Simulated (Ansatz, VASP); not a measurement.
# HfSiF: VASP beside Ansatz

Contents of INCAR:

```
ALGO     = Normal         # electronic algorithm
EDIFF    = 1E-7           # SCF threshold, eV
EDIFFG   = -0.04          # ionic threshold
ENCUT    = 600            # plane-wave cutoff, eV
GGA      = PE             # functional
IBRION   = 2              # ionic algorithm
ISIF     = 3              # what is computed and relaxed
ISMEAR   = 0              # smearing method
LASPH    = T              # aspherical terms in the spheres
LCHARG   = F              # write CHGCAR
LREAL    = F              # projectors in reciprocal space
LWAVE    = F              # write WAVECAR
NELM     = 100            # most SCF steps
NSW      = 90             # ionic steps
PREC     = Accurate       # precision mode
SIGMA    = 0.1            # smearing width, eV
```

KPOINTS

```
k-points
0
Gamma
  6 6 4
```

The input POSCAR:

```
HfSiF
1.0
    3.3845564415      0.0000000000      0.0000000000
    0.0000000000      3.3845564415      0.0000000000
    0.0000000000      0.0000000000      7.4616162093
Hf Si F
2 2 2
Direct
    0.0000000000      0.5000000000      0.2805030342
    0.5000000000      0.0000000000      0.7194969658
    0.5000000000      0.0000000000      0.0843697364
    0.0000000000      0.5000000000      0.9156302636
    0.0000000000      0.0000000000      0.5000000000
    0.5000000000      0.5000000000      0.5000000000
```

Input for Ansatz:

```yaml
crystal:
  lattice:
    - [3.3845564415, 0.0, 0.0]
    - [0.0, 3.3845564415, 0.0]
    - [0.0, 0.0, 7.4616162093]
  atoms:
    - { symbol: Hf, position: [0.0, 0.5, 0.2805030342] }
    - { symbol: Hf, position: [0.5, 0.0, 0.7194969658] }
    - { symbol: Si, position: [0.5, 0.0, 0.0843697364] }
    - { symbol: Si, position: [0.0, 0.5, 0.9156302636] }
    - { symbol: F, position: [0.0, 0.0, 0.5] }
    - { symbol: F, position: [0.5, 0.5, 0.5] }
basis:
  ecutwfc: 420
kpoints:
  mp_grid: { grid: [6, 6, 4] }
hamiltonian:
  xc: pbe
scf:
  occupations: { method: gaussian, width: 0.1 }
  lower_state_search: "off"
output:
  forces: true
  stress: true
  eigenvalues: true
relax:
  adjacent_minimum: "off"
  f_tol: 0.04
  max_steps: 70
  cell: { stress_tol: 0.4 }
```

Change from the starting cell: species swapped into the LuIO type (P4/nmm, No. 129).

Alike in both runs: task relaxation of cell and atoms; functional PBE; k mesh 6 × 6 × 4; occupations gaussian, width 0.1 eV; no spin polarisation.

|  | VASP | Ansatz |
| --- | --- | --- |
| version | VASP 6.6.1 | Ansatz 0.2.0 |
| potentials or method | VASP PAW PBE potentials, release 64 (Hf_pv, Si, F) | scalar-relativistic, plane waves, PAW |
| plane-wave cutoff (eV) | 600 | 420 |
| valence electrons in the cell | 42 | 74 |

```tsv
	VASP	Ansatz	Ansatz less VASP
gap on the k mesh at the Fermi level, each at its own relaxed structure (eV)	none	none	-
relaxed volume (Å³/atom)	14.13	14.25	+0.115
relaxed cell length with the largest relative difference (Å)	7.439	7.462	+0.0222
```

A gap of «none» marks a metal or a gap that the smearing closes. The two sets of potentials don't hold the same shells in valence.

Spin-orbit coupling is left out, which matters for the levels of Hf.
